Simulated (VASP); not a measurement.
CsBi3: single point with PBE

CsBi3:

```
Cs Bi
1.0
     5.25942    0.00000    0.00000
     0.00000    5.25942    0.00000
     0.00000    0.00000    5.25942
Cs Bi
1 3
Direct
  0.00000 0.00000 0.00000
  0.00000 0.50000 0.50000
  0.50000 0.00000 0.50000
  0.50000 0.50000 0.00000
```

The cell was built by a generator and needn't be a form met in nature.

* Program: VASP 6.6.1
* Task: single point
* Functional: PBE
* Potentials or basis: VASP PAW PBE potentials, release 64 (Cs_sv, Bi_d)
* Cutoff: 520 eV
* k mesh: 7 × 7 × 7
* Occupations: fermi-dirac, width 0.1 eV
* Spin: no spin polarisation
* Dipole correction: no
* Further INCAR settings: ALGO = Normal; EDIFF = 1e-06; NBANDS = 35

```json
{"Pressure": "-0.2 GPa", "Band gap on the k mesh": "none (metal or under the smearing width)"}
```

Levels at points of the mesh, in eV from the Fermi level:
| k point | band 24 | band 25 | band 26 | band 27 | band 28 | band 29 | band 30 | band 31 |
| --- | --- | --- | --- | --- | --- | --- | --- | --- |
| (0.00, 0.00, 0.00) | -2.26 | -2.26 | 0.56 | 0.56 | 0.56 | 3.01 | 3.01 | 3.01 |

Run time: 74 s on 1 thread of Intel(R) Xeon(R) Platinum 8488C (Sapphire Rapids), on a shared host, peak memory 0.28 GiB.

Caveat: spin-orbit coupling is left out, which moves the levels of the heavy elements.
